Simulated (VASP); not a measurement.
```
CELL_PARAMETERS angstrom
      0.00000     1.86193     1.86193
      1.86193     0.00000     1.86193
      1.86193     1.86193     0.00000
ATOMIC_POSITIONS crystal
  Al 0.00000 0.00000 0.00000
```

These are r2SCAN meta-GGA, VASP's PBE PAW potentials (set 64) (plane waves; VASP) values and carry that method's errors. Run with 500 eV cut-off, 17×17×17 Γ-centred mesh, first-order Methfessel-Paxton smearing of 0.10 eV, potentials Al.

Energy and stress use the plane-wave basis of the starting cell.

Task: The ions, cell shape and volume at an external pressure of 45.0 GPa are relaxed. Give the cell that the relaxation ends in.

Result: 
```
CELL_PARAMETERS angstrom
      0.00000     1.82239     1.82239
      1.82239     0.00000     1.82239
      1.82239     1.82239     0.00000
ATOMIC_POSITIONS crystal
  Al 0.00000 0.00000 0.00000
```
Space group Fm-3m (225), at a tolerance of 0.03 Å.

Task: How do energy and volume change from the first to the last step?

Result: The energy (σ→0) changes by +187.0 meV/atom and the volume by -6.2 %, in 4 ionic steps.

| step | E(σ→0) (eV) | max force (eV/Å) | pressure (GPa) | volume (Å³) |
|---|---|---|---|---|
| 1 | -6.5088 | 0.000 | 30.01 | 12.91 |
| 2 | -5.8137 | 0.000 | 81.07 | 10.78 |
| 3 | -6.3293 | 0.000 | 44.38 | 12.13 |
| 4 | -6.3218 | 0.000 | 44.93 | 12.10 |

The compound is Al in the fcc structure. This run relaxes it under an external pressure of 45 GPa. Symmetry was kept, so distortions that lower it aren't found.
